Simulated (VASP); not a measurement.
Consider the following.

```
BN
1.0
    1.27756    -2.21280     0.00000
    1.27756     2.21280     0.00000
    0.00000     0.00000     4.22543
B N
2 2
Cartesian
  1.27756  -0.73760   2.11372
  1.27756   0.73760   0.00100
  1.27756  -0.73760   3.69625
  1.27756   0.73760   1.58353
```

All values below come from PBE GGA, VASP's PBE PAW potentials (set 64) (plane waves; VASP). Numerical set-up: 520 eV cut-off, 9×9×5 Γ-centred mesh, Gaussian smearing of 0.050 eV, potentials B N.

Problem. What does the run give for the energy per atom (σ→0), band gap (on the k-mesh) with the smallest direct gap where there is one?

Solution. 
| Item | Value |
|---|---|
| band gap (on the k-mesh) | 5.21 eV |
| smallest direct gap (on the k-mesh) | 8.22 eV |
| energy per atom (σ→0) | -8.708 eV/atom |

Only differences to runs with the same potentials and settings are physical.

The compound is BN in the wurtzite structure, a metastable high-pressure form. It was relaxed first.
